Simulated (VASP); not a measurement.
Given:

```xyz
64
Lattice="10.9371 0.0000 0.0000 0.0000 10.9371 0.0000 0.0000 0.0000 10.9371" Properties=species:S:1:pos:R:3 pbc="T T T"
Si     5.4701    10.9351     0.0057
Si     6.8412     1.3689     1.3734
Si     8.1982     2.7383     0.0161
Si     9.5681     4.0959     1.3731
Si     8.1992     0.0008     2.7329
Si     9.5653     1.3733     4.0962
Si     0.0025    10.9341     0.0032
Si     1.3703     1.3697     1.3702
Si     2.7321     2.7394     0.0003
Si     4.1002     4.0989     1.3674
Si     5.4727     5.4647     0.0069
Si     6.8392     6.8389     1.3654
Si     8.1987     8.2063    10.9359
Si     9.5680     9.5668     1.3708
Si     2.7319    10.9294     2.7325
Si     4.0994     1.3695     4.0996
Si     5.4649     2.7264     2.7154
Si     6.9608     3.9829     3.9781
Si     8.2150     5.4778     2.7136
Si     9.5718     6.8412     4.0986
Si     5.4729    10.9328     5.4739
Si     6.8383     1.3661     6.8386
Si     8.2134     2.7263     5.4866
Si     9.5748     4.0976     6.8408
Si     8.1963    10.9248     8.1971
Si     9.5647     1.3716     9.5657
Si     0.0015     5.4673     0.0064
Si     1.3689     6.8414     1.3715
Si     2.7292     8.2090     0.0155
Si     4.0960     9.5702     1.3717
Si     0.0004     2.7391     2.7325
Si     1.3674     4.0993     4.1006
Si     2.7139     5.4532     2.7136
Si     3.9749     6.9660     3.9741
Si     5.4864     8.2265     2.7120
Si     6.8391     9.5711     4.1010
Si     0.0014    10.9332     5.4707
Si     1.3695     1.3676     6.8409
Si     2.7129     2.7238     5.4651
Si     3.9679     3.9750     6.9707
Si     6.9585     6.9593     6.9634
Si     8.2121     8.2217     5.4646
Si     9.5665     9.5661     6.8411
Si     2.7321     0.0013     8.1988
Si     4.0959     1.3722     9.5667
Si     5.4862     2.7245     8.2152
Si     6.8397     4.0972     9.5767
Si     8.2138     5.4494     8.2152
Si     9.5656     6.8415     9.5661
Si     0.0126     8.2080     2.7315
Si     1.3702     9.5700     4.0963
Si     0.0052     5.4643     5.4739
Si     1.3650     6.8393     6.8389
Si     2.7128     8.2266     5.4859
Si     4.1000     9.5717     6.8396
Si     0.0142     2.7392     8.1988
Si     1.3688     4.0974     9.5716
Si     2.7094     5.4793     8.2194
Si     4.0964     6.8417     9.5756
Si     5.4611     8.2238     8.2160
Si     6.8400     9.5680     9.5695
Si    10.9354     8.2062     8.1985
Si     1.3705     9.5668     9.5679
Se     5.4824     5.4494     5.4969
```
Cell charge -1.

The numbers are results of HSE06 screened hybrid, VASP's PBE PAW potentials (set 64) (plane waves; VASP), not measurements. Settings: PREC = Normal, LREAL = Auto, ISYM = 0, NELECT = 259.0, EDIFF = 1E-5, 400 eV cut-off, 1×1×1 Γ-centred mesh, Gaussian smearing of 0.050 eV, potentials Si Se. Starting moments (MAGMOM): 64*0.0156. The cell's moment is fixed (NUPDOWN = 1).

The cell is charged, with a uniform compensating background. The supercell is sampled at Γ alone, which is coarse: total energies, pressure and levels can be off, energies of defects by several tenths of an eV.

Q: What does the run give for the cell moment, energy per atom (σ→0), largest force?

A: 
The cell moment is 1.00 μB and the energy per atom (σ→0) is -6.063 eV/atom. The largest force comes out as 0.103 eV/Å.

Total energies compare only between runs with the same potentials, cut-off and functional.

The cell is a supercell with a defect, built from Si (diamond): Se_Si, charge -1. The cell's shape comes from a PBE relaxation.
